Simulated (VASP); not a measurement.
The system is BiTe.

```
Bi Te
1.0
     0.00000    3.23500    3.23500
     3.23500    0.00000    3.23500
     3.23500    3.23500    0.00000
Bi Te
1 1
Cartesian
  0.0000 0.0000 0.0000
  3.2350 3.2350 3.2350
```

| Item | Value |
| --- | --- |
| Program | VASP 6.6.1 |
| Task | relaxation of cell and atoms |
| Functional | PBE |
| Dispersion | D3(BJ) |
| Potentials or basis | VASP PAW PBE potentials, release 64 (Bi_d, Te) |
| Cutoff | 600 eV |
| k mesh | 6 × 6 × 6 |
| Occupations | fermi-dirac, width 0.05 eV |
| Spin | no spin polarisation |

At the start: pressure -1.3 GPa; volume 33.86 Å³/atom.

Question: How do energy, volume and symmetry change on relaxing?

Answer: Over 3 steps the energy falls by 3.9 meV/atom and the volume is 32.95 Å³/atom (-2.7 %); space group Fm-3m (No. 225, to 0.05 Å).

The path:
```tsv
step	energy change (eV)	largest force (eV/Å)	pressure (GPa)	volume (Å³)
1	0.0000	0.0000	-1.33	67.71
2	-0.0056	0.0000	0.75	64.98
3	-0.0077	0.0000	0.00	65.90
```

Final structure:
```
CELL_PARAMETERS angstrom
0.00000 3.20585 3.20585
3.20585 0.00000 3.20585
3.20585 3.20585 0.00000
ATOMIC_POSITIONS crystal
Bi 0.00000 0.00000 0.00000
Te 0.50000 0.50000 0.50000
```

Caveat: pairwise dispersion overbinds metals, which lowers pressure and volume.
